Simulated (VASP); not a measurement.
# Which face does W expose?, part 6 of 6

Aim: compare the low-index faces of W at one level of theory.

VASP 6.6.1; PBEsol; plane waves and PAW (W).

So far. Step 6 (Surface relaxation, 9 atoms, face W(100)): The run ended after 12 ionic steps, 0.389 eV below its first step, once the forces on the free atoms met EDIFFG = -0.03. Step 7 (Potential and states of the slab, 9 atoms, face W(100)): The vacuum level lies 4.28 eV above the Fermi level at the upper face; both faces agree, as the slab has next to no dipole.

### 8. Surface relaxation, 11 atoms, face W(111) (continued)

Relaxation path:

| step | energy less that of the first step (eV) | largest force (eV/Å) |
| --- | --- | --- |
| 1 | 0.0000 | 2.7439 |
| 2 | -0.6983 | 1.5859 |
| 3 | -0.8953 | 1.5181 |
| 4 | -0.9011 | 1.1695 |
| 5 | -1.0581 | 0.6473 |
| 6 | -1.1092 | 0.4200 |
| 7 | -1.1095 | 0.3901 |
| 8 | -1.1250 | 0.1867 |
| 9 | -1.1251 | 0.1886 |
| 10 | -1.1316 | 0.1346 |
| 11 | -1.1363 | 0.0549 |
| 12 | -1.1365 | 0.0362 |
| 13 | -1.1366 | 0.0487 |
| 14 | -1.1367 | 0.0168 |

The atoms that moved most (Å):

| atom | dx | dy | dz | length |
| --- | --- | --- | --- | --- |
| W1 | 0.000 | 0.000 | 0.286 | 0.286 |
| W11 | 0.000 | 0.000 | -0.286 | 0.286 |
| W9 | 0.000 | 0.000 | 0.146 | 0.146 |
| W3 | 0.000 | 0.000 | -0.146 | 0.146 |
| W2 | 0.000 | 0.000 | 0.086 | 0.086 |
| W10 | 0.000 | 0.000 | -0.086 | 0.086 |
| W5 | 0.000 | 0.000 | -0.027 | 0.027 |
| W7 | 0.000 | 0.000 | 0.027 | 0.027 |

Final coordinates:

```xyz
11
Lattice="4.4464 0.0000 0.0000 2.2232 3.8507 0.0000 0.0000 0.0000 24.0762" Properties=species:S:1:pos:R:3
W     4.4464    2.5671    7.7864
W     0.0000    0.0000    8.4932
W     2.2232    1.2836    9.1692
W     4.4464    2.5671   10.2393
W     0.0000    0.0000   11.1035
W     2.2232    1.2836   12.0381
W     4.4464    2.5671   12.9726
W     0.0000    0.0000   13.8369
W     2.2232    1.2836   14.9070
W     4.4464    2.5671   15.5830
W     0.0000    0.0000   16.2897
```

The run ended after 14 ionic steps, 1.137 eV below its first step, once the forces on the free atoms met EDIFFG = -0.03.

### 9. Potential and states of the slab, 11 atoms, face W(111)

Contents of INCAR:

```
SYSTEM = W
PREC = Normal
ENCUT = 320
EDIFF = 1E-06
NELM = 120
ISMEAR = 1
SIGMA = 0.15
LREAL = .FALSE.
ALGO = Fast
GGA = PS
NBANDS = 44
LORBIT = 11
LWAVE = .FALSE.
LCHARG = .TRUE.
KPAR = 4
IDIPOL = 3
LDIPOL = .TRUE.
DIPOL = 0.5 0.5 0.5
LVHAR = .TRUE.
LVACPOTAV = .TRUE.
NEDOS = 1500
```

Contents of POSCAR:

```
W
1.0
    4.4463931031      0.0000000000      0.0000000000
    2.2231965515      3.8506893825      0.0000000000
    0.0000000000      0.0000000000     24.0761619153
W
11
Direct
    0.6666666700      0.6666666700      0.3234076768
    0.0000000000      0.0000000000      0.3527630384
    0.3333333300      0.3333333300      0.3808410339
    0.6666666700      0.6666666700      0.4252871639
    0.0000000000      0.0000000000      0.4611832336
    0.3333333300      0.3333333300      0.5000000000
    0.6666666700      0.6666666700      0.5388167664
    0.0000000000      0.0000000000      0.5747128361
    0.3333333300      0.3333333300      0.6191589661
    0.6666666700      0.6666666700      0.6472369616
    0.0000000000      0.0000000000      0.6765923232
```

Contents of KPOINTS:

```
Automatic mesh
0
Gamma
9 9 1
0 0 0
```

PAW data sets: W (PBE family, release 64).

On the command line:

```
mpirun -np 4 vasp_std
```

The program printed:

```text
[... set-up lines as in an earlier step ...]
 entering main loop
       N       E                     dE             d eps       ncg     rms          rms(c)
DAV:   1     0.250002566591E+03    0.25000E+03   -0.19779E+04  1056   0.828E+02
DAV:   2    -0.114956894233E+03   -0.36496E+03   -0.34153E+03  1432   0.223E+02
DAV:   3    -0.151127416794E+03   -0.36171E+02   -0.34684E+02  1300   0.696E+01
DAV:   4    -0.153955491920E+03   -0.28281E+01   -0.27834E+01  1744   0.164E+01
[...]
RMM:  32    -0.144365398363E+03   -0.21155E-05   -0.16582E-06   730   0.390E-03    0.672E-04
RMM:  33    -0.144365400101E+03   -0.17380E-05   -0.75374E-07   668   0.286E-03    0.708E-04
RMM:  34    -0.144365400719E+03   -0.61874E-06   -0.46415E-07   621   0.210E-03
 [... a notice as in an earlier step ...]

   1 F= -.14436540E+03 E0= -.14436740E+03  d E =0.600000E-02
```

Wall time 54 s (4 MPI ranks of AMD EPYC 7R43, shared host); peak memory 0.87 GiB.

From OUTCAR (step 9):

```text
  Total       -4.5969617     -4.5969617     -0.5831751      0.0000000      0.0000000     -0.0000000
  in kB      -17.8668451    -17.8668451     -2.2666056      0.0000000      0.0000000     -0.0000000
  external PRESSURE =     -12.6667653 kB  Pullay stress =       0.0000000 kB

 POSITION                                       TOTAL-FORCE (eV/Angst)
 -----------------------------------------------------------------------------------
      4.44639      2.56713      7.78642        -0.000000     -0.000000      0.001411
      0.00000      0.00000      8.49318         0.000000     -0.000000     -0.007646
      2.22320      1.28356      9.16919        -0.000000     -0.000000      0.013789
      4.44639      2.56713     10.23928         0.000000     -0.000000     -0.017492
      0.00000      0.00000     11.10352        -0.000000     -0.000000     -0.002626
      2.22320      1.28356     12.03808        -0.000000     -0.000000      0.000000
      4.44639      2.56713     12.97264         0.000000      0.000000      0.002626
      0.00000      0.00000     13.83688        -0.000000     -0.000000      0.017492
      2.22320      1.28356     14.90697         0.000000      0.000000     -0.013789
      4.44639      2.56713     15.58298        -0.000000     -0.000000      0.007646
      0.00000      0.00000     16.28975         0.000000      0.000000     -0.001411
 -----------------------------------------------------------------------------------
    total drift:                               -0.000003     -0.000002      0.000192

  FREE ENERGIE OF THE ION-ELECTRON SYSTEM (eV)
  ---------------------------------------------------
  free  energy   TOTEN  =      -144.3654007195 eV

  energy  without entropy=     -144.3714007161  energy(sigma->0) =     -144.36740072

[... 2 parts as in an earlier step ...]

[... 1 further part left out ...]
[key lines of the parts left out:]
E-fermi :   0.6906
```

The map of layer states is cut here 0.5 eV above the Fermi level, so it leaves out the states above that.

The vacuum level lies 4.33 eV above the Fermi level at the upper face; both faces agree, as the slab has next to no dipole.

The program found no field-free point at its default tolerance, but its printed level agrees with the flat part of the planar average.

On this mesh the fine structure of the density of states is sampling noise, and high empty states may be cut by the number of bands.

### 10. The faces side by side

This step: surfaces of a metal, PBEsol; plane waves and PAW (VASP 6.6.1).

Derived from the runs above.

Symmetric slabs, all atoms free. All faces:

| face | layers | area a surface atom (Å²) | work function (eV) | surface energy as cut (J/m²) | surface energy relaxed (J/m²) | change of the top spacing (%) |
| --- | --- | --- | --- | --- | --- | --- |
| W(110) | 7 | 6.99 | 4.911 | 3.618 | 3.543 | -3.76 |
| W(100) | 9 | 9.885 | 4.282 | 4.67 | 4.355 | -12.04 |
| W(111) | 11 | 17.12 | 4.326 | 4.408 | 3.876 | -22.13 |

Each surface energy is the slab's energy less its number of atoms times the bulk energy of -13.8774 eV, over twice the cell's area.

### 11. Results

```yaml
w_110: 3.54 J/m², 4.91 eV
w_100: 4.36 J/m², 4.28 eV
w_111: 3.88 J/m², 4.33 eV
```

What this shows: The cheapest face is W(110) at 3.54 J/m², against 3.88 for W(111) and 4.36 for W(100). The work functions are 4.91 eV for W(110), 4.33 eV for W(111) and 4.28 eV for W(100). The densest face has the highest work function, as the smoothing of the electron density over an open face lowers the surface dipole. Among the others the order doesn't follow the density. The densest face is also the cheapest, since it cuts the fewest bonds an area. The top spacing changes by -3.8 % on W(110), -12.0 % on W(100) and -22.1 % on W(111), the most on the most open face. One thickness was run for each face, and bulk and slab meshes don't match, which leaves some hundredths of a J/m². The cells are 1 × 1 and can't reconstruct. Spin-orbit coupling is left out, which matters for a heavy metal.

[Lines on the potential files, build, host, timing and source positions are cut from VASP's logs without a mark.]

[Logs are printed without paths, hosts, clocks, repeated set-up lines and the standing remarks that a program may print on its own settings, such as how far it seeks lower states.]

[Hosts, paths, dates, database ids (printed as entryN), source tags and the programs' standing remarks are cut or masked in the printed files.]

[Runs that stopped without an error message from VASP are left out.]
